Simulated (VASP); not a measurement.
Input of a VASP 6.6.1 run:

Contents of INCAR:

```
ALGO = Fast
EDIFF = 1E-6
ENCUT = 520
GGA = PS
ISIF = 2
ISMEAR = 0
IVDW = 12
LASPH = True
LCHARG = False
LMAXMIX = 4
LREAL = False
LWAVE = False
NBANDS = 32
NELM = 100
PREC = Accurate
SIGMA = 0.02
```

The input KPOINTS:

```
k-points
0
Gamma
  7 4 4
```

POSCAR

```
HfZrS4                                  
1.0
   -3.5633870561      0.0000000000      0.0000000000
    0.0000000000     -0.0015056186     -5.5545293840
    0.0000000000     -6.1666659214     -0.0011033418
  Zr              Hf              S             
     1     1     4
Direct
     0.5000000000000000    0.0000000000000000    0.5000000000000000
     0.0000000000000000    0.0000000000000000    0.0000000000000000
     0.4999999899999992    0.2627093899150241    0.8361271324600827
     0.9999999899999992    0.2638984853763592    0.3305377673514849
     0.0000000100000008    0.7361015146236407    0.6694622326485152
     0.5000000000000000    0.7372906100849758    0.1638728675399172
```

KPOINTS_OPT

```
path GXSYGZURTZ,YT,UX,SR
20
line-mode
reciprocal
 0.0000000000  0.0000000000  0.0000000000  G
 0.5000000000  0.0000000000  0.0000000000  X

 0.5000000000  0.0000000000  0.0000000000  X
 0.5000000000  0.5000000000  0.0000000000  S

 0.5000000000  0.5000000000  0.0000000000  S
 0.0000000000  0.5000000000  0.0000000000  Y

 0.0000000000  0.5000000000  0.0000000000  Y
 0.0000000000  0.0000000000  0.0000000000  G

 0.0000000000  0.0000000000  0.0000000000  G
 0.0000000000  0.0000000000  0.5000000000  Z

 0.0000000000  0.0000000000  0.5000000000  Z
 0.5000000000  0.0000000000  0.5000000000  U

 0.5000000000  0.0000000000  0.5000000000  U
 0.5000000000  0.5000000000  0.5000000000  R

 0.5000000000  0.5000000000  0.5000000000  R
 0.0000000000  0.5000000000  0.5000000000  T

 0.0000000000  0.5000000000  0.5000000000  T
 0.0000000000  0.0000000000  0.5000000000  Z

 0.0000000000  0.5000000000  0.0000000000  Y
 0.0000000000  0.5000000000  0.5000000000  T

 0.5000000000  0.0000000000  0.5000000000  U
 0.5000000000  0.0000000000  0.0000000000  X

 0.5000000000  0.5000000000  0.0000000000  S
 0.5000000000  0.5000000000  0.5000000000  R
```

Potentials or basis: VASP PAW PBE potentials, release 64 (Zr_sv, Hf_pv, S).

Run with:

```console
$ cat potpaw_PBE.64/Zr_sv/POTCAR potpaw_PBE.64/Hf_pv/POTCAR potpaw_PBE.64/S/POTCAR > POTCAR
$ mpirun -np 1 vasp_std > vasp.out
```

(1) Predict the largest force.

(2) Estimate the band gap on the k mesh.

(3) What does it give for the pressure?

Answers

(1) 0.008 eV/Å.

(2) 0.36 eV, indirect (least direct gap 0.56 eV).

(3) 0.0 GPa.

Caveat: the PAW data sets were made with another functional, which shifts forces and pressure a little; spin-orbit coupling is left out, which moves the levels of the heavy elements.
